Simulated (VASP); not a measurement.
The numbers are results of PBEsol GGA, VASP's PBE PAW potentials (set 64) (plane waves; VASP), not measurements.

A VASP calculation is set up with these files.

### KPOINTS
```
Automatic mesh
0
Gamma
18 18 18
0 0 0
```

File POSCAR:
```
Pd
1
   -0.0000000000     1.9372054197     1.9372054197
    1.9372054197    -0.0000000000     1.9372054197
    1.9372054197     1.9372054197    -0.0000000000
Pd
1
Direct
  0.0000000000   0.0000000000   0.0000000000
```

### INCAR
```
! general
SYSTEM  = Pd
PREC    = Normal
ENCUT   = 400
LREAL   = .False.
LASPH   = .True.

! electronic loop
EDIFF   = 1E-5
NELM    = 100
NELMIN  = 4
ALGO    = Fast
LMAXMIX = 4

! smearing
ISMEAR  = 1
SIGMA   = 0.1

! functional
GGA     = PS

! ions
IBRION  = 2
NSW     = 20
ISIF    = 2
EDIFFG  = -0.03

! output
LWAVE   = .False.
LCHARG  = .False.
```

POTCAR, in this order: Pd (PBE.64 set). Program: vasp_std.

Output

File OUTCAR:
```
 ion  position               nearest neighbor table
   1  0.000  0.000  0.000-
  LATTYP: Found a face centered cubic cell.
 ALAT       =     3.8744108394
 Subroutine PRICEL returns:
 Original cell was already a primitive cell.
 Subroutine GETGRP returns: Found 48 space group operations
The static configuration has the point symmetry O_h .
The dynamic configuration has the point symmetry O_h .
 Subroutine INISYM returns: Found 48 space group operations
 Subroutine IBZKPT returns following result:
 Found    195 irreducible k-points:

 Following reciprocal coordinates:
            Coordinates               Weight
  0.000000  0.000000  0.000000      1.000000
  0.055556  0.000000  0.000000      8.000000
  0.111111  0.000000  0.000000      8.000000
  0.166667  0.000000  0.000000      8.000000
  0.222222  0.000000  0.000000      8.000000
  0.277778  0.000000  0.000000      8.000000
  0.333333  0.000000  0.000000      8.000000
  0.388889  0.000000  0.000000      8.000000
  0.444444  0.000000  0.000000      8.000000
  0.500000  0.000000  0.000000      4.000000
...
```

**OSZICAR**
```
       N       E                     dE             d eps       ncg     rms          rms(c)
DAV:   1     0.295886586337E+02    0.29589E+02   -0.44833E+03  3575   0.826E+02
DAV:   2    -0.606383903495E+01   -0.35652E+02   -0.34483E+02  3758   0.169E+02
DAV:   3    -0.634993717001E+01   -0.28610E+00   -0.28564E+00  4087   0.176E+01
DAV:   4    -0.635127145115E+01   -0.13343E-02   -0.13342E-02  4100   0.113E+00
DAV:   5    -0.635128559054E+01   -0.14139E-04   -0.14139E-04  4067   0.973E-02    0.866E+00
RMM:   6    -0.598249965307E+01    0.36879E+00   -0.67722E-01  3510   0.900E+00    0.386E+00
RMM:   7    -0.596853008885E+01    0.13970E-01   -0.13225E-02  3510   0.147E+00    0.201E+00
RMM:   8    -0.596365133401E+01    0.48788E-02   -0.23754E-03  3510   0.555E-01    0.136E-01
RMM:   9    -0.596361105997E+01    0.40274E-04   -0.28766E-04  3518   0.177E-01    0.304E-02
RMM:  10    -0.596361819217E+01   -0.71322E-05   -0.58898E-05  3076   0.658E-02
   1 F= -.59636182E+01 E0= -.59632628E+01  d E =-.596362E+01
```

**OUTCAR**
```
------------------------ aborting loop because EDIFF is reached ----------------------------------------
  FORCE on cell =-STRESS in cart. coord.  units (eV):
  Direction    XX          YY          ZZ          XY          YZ          ZX
  --------------------------------------------------------------------------------------
  Total       -0.0731225     -0.0731225     -0.0731225      0.0000000      0.0000000     -0.0000000
  in kB       -8.0575768     -8.0575768     -8.0575768      0.0000000      0.0000000     -0.0000000
  external PRESSURE =      -8.0575768 kB  Pullay stress =       0.0000000 kB
  volume of cell :       14.54
      direct lattice vectors                 reciprocal lattice vectors
     0.000000000  1.937205420  1.937205420    -0.258103759  0.258103759  0.258103759
     1.937205420  0.000000000  1.937205420     0.258103759 -0.258103759  0.258103759
     1.937205420  1.937205420  0.000000000     0.258103759  0.258103759 -0.258103759
 POSITION                                       TOTAL-FORCE (eV/Angst)
 -----------------------------------------------------------------------------------
      0.00000      0.00000      0.00000        -0.000000     -0.000000     -0.000000
 -----------------------------------------------------------------------------------
    total drift:                               -0.000000     -0.000000     -0.000000
  FREE ENERGIE OF THE ION-ELECTRON SYSTEM (eV)
  ---------------------------------------------------
  free  energy   TOTEN  =        -5.9636181922 eV

  energy  without entropy=       -5.9625519260  energy(sigma->0) =       -5.96326277

 reached required accuracy - stopping structural energy minimisation
```
(Selected blocks of OUTCAR.)

The compound is Pd in the fcc structure. It was relaxed first.
